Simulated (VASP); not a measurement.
These are PBE GGA, VASP's PBE PAW potentials (set 64) (plane waves; VASP) values and carry that method's errors.

A VASP calculation is set up with these files.

KPOINTS:
```
Automatic mesh
0
Monkhorst-Pack
11 11 11
0 0 0
```

POSCAR:
```
Mo
2.727980
 -0.5773502738   0.5773502738   0.5773502738
  0.5773502738  -0.5773502738   0.5773502738
  0.5773502738   0.5773502738  -0.5773502738
Mo
1
Cartesian
  0.0000000000   0.0000000000   0.0000000000
```

**INCAR**
```
! general
SYSTEM  = Mo
PREC    = Accurate
ENCUT   = 400
LREAL   = .False.
LASPH   = .True.   ! aspherical one-centre terms

! electronic loop
EDIFF   = 1E-6
NELM    = 100   ! most electronic steps
ALGO    = Normal   ! blocked Davidson
LMAXMIX = 4   ! l cut-off of mixed one-centre charges

! smearing
ISMEAR  = 1
SIGMA   = 0.1

! functional
GGA     = PE

! ions
ISIF    = 2   ! forces and stress, cell fixed

! output
LWAVE   = .False.
LCHARG  = .False.
```

POTCAR, in this order: Mo_sv (PBE.64 set). Program: vasp_std.

What VASP printed:

### OUTCAR
```
 ion  position               nearest neighbor table
   1  0.000  0.000  0.000-
  LATTYP: Found a body centered cubic cell.
 ALAT       =     3.1500000000
 Subroutine PRICEL returns:
 Original cell was already a primitive cell.
 Subroutine GETGRP returns: Found 48 space group operations
The static configuration has the point symmetry O_h .
The dynamic configuration has the point symmetry O_h .
 Subroutine INISYM returns: Found 48 space group operations
 Subroutine IBZKPT returns following result:
 Found     56 irreducible k-points:

 Following reciprocal coordinates:
            Coordinates               Weight
  0.000000  0.000000  0.000000      1.000000
  0.090909  0.000000  0.000000     12.000000
  0.181818  0.000000  0.000000     12.000000
  0.272727  0.000000  0.000000     12.000000
  0.363636  0.000000  0.000000     12.000000
  0.454545  0.000000  0.000000     12.000000
  0.090909  0.090909  0.000000     24.000000
  0.181818  0.090909 -0.000000     48.000000
  0.272727  0.090909  0.000000     48.000000
  0.363636  0.090909 -0.000000     48.000000
  0.454545  0.090909  0.000000     24.000000
  0.181818  0.181818  0.000000     24.000000
  0.272727  0.181818  0.000000     48.000000
  0.363636  0.181818 -0.000000     48.000000
  0.272727  0.272727  0.000000     24.000000
  0.363636  0.272727  0.000000     24.000000
  0.090909  0.090909  0.090909      8.000000
  0.181818  0.090909  0.090909     24.000000
  0.272727  0.090909  0.090909     24.000000
  0.363636  0.090909  0.090909     24.000000
 -0.090909  0.090909  0.090909      6.000000
  0.181818  0.181818  0.090909     24.000000
  0.272727  0.181818  0.090909     48.000000
  0.363636  0.181818  0.090909     24.000000
 -0.181818  0.181818  0.090909     24.000000
...
```

OSZICAR:
```
       N       E                     dE             d eps       ncg     rms          rms(c)
DAV:   1     0.694689334880E+02    0.69469E+02   -0.73000E+03  1272   0.108E+03
DAV:   2    -0.105609877908E+02   -0.80030E+02   -0.77086E+02  1352   0.297E+02
DAV:   3    -0.115672066128E+02   -0.10062E+01   -0.99652E+00  1430   0.328E+01
DAV:   4    -0.115695105425E+02   -0.23039E-02   -0.23037E-02  1352   0.185E+00
DAV:   5    -0.115695217266E+02   -0.11184E-04   -0.11185E-04  1424   0.123E-01    0.147E+01
DAV:   6    -0.109929443514E+02    0.57658E+00   -0.10186E+00  1310   0.122E+01    0.404E+00
DAV:   7    -0.109095223603E+02    0.83422E-01   -0.23019E-01  1417   0.542E+00    0.981E-01
DAV:   8    -0.109062660324E+02    0.32563E-02   -0.59045E-03  1253   0.108E+00    0.228E-01
DAV:   9    -0.109060700387E+02    0.19599E-03   -0.52661E-04  1394   0.274E-01    0.561E-02
DAV:  10    -0.109060732283E+02   -0.31895E-05   -0.14692E-05  1349   0.487E-02    0.985E-03
DAV:  11    -0.109060738576E+02   -0.62938E-06   -0.31341E-07   844   0.509E-03
   1 F= -.10906074E+02 E0= -.10905576E+02  d E =-.149394E-02
```

**OUTCAR**
```
------------------------ aborting loop because EDIFF is reached ----------------------------------------
  FORCE on cell =-STRESS in cart. coord.  units (eV):
  Direction    XX          YY          ZZ          XY          YZ          ZX
  --------------------------------------------------------------------------------------
  Total        0.2387992      0.2387992      0.2387992     -0.0000000     -0.0000000      0.0000000
  in kB       24.4817146     24.4817146     24.4817146     -0.0000000     -0.0000000      0.0000000
  external PRESSURE =      24.4817146 kB  Pullay stress =       0.0000000 kB
  volume of cell :       15.63
      direct lattice vectors                 reciprocal lattice vectors
    -1.575000000  1.575000000  1.575000000     0.000000000  0.317460317  0.317460317
     1.575000000 -1.575000000  1.575000000     0.317460317  0.000000000  0.317460317
     1.575000000  1.575000000 -1.575000000     0.317460317  0.317460317  0.000000000
 POSITION                                       TOTAL-FORCE (eV/Angst)
 -----------------------------------------------------------------------------------
      0.00000      0.00000      0.00000         0.000000      0.000000      0.000000
 -----------------------------------------------------------------------------------
    total drift:                                0.000000      0.000000      0.000000
  FREE ENERGIE OF THE ION-ELECTRON SYSTEM (eV)
  ---------------------------------------------------
  free  energy   TOTEN  =       -10.9060738576 eV

  energy  without entropy=      -10.9045799151  energy(sigma->0) =      -10.90557588
```
(Selected blocks of OUTCAR.)

The compound is Mo in the bcc structure. The cell was not relaxed at this level. The run is one of a series of settings (KPOINTS 11×11×11 Monkhorst-Pack mesh against the base run), some of them coarse on purpose.
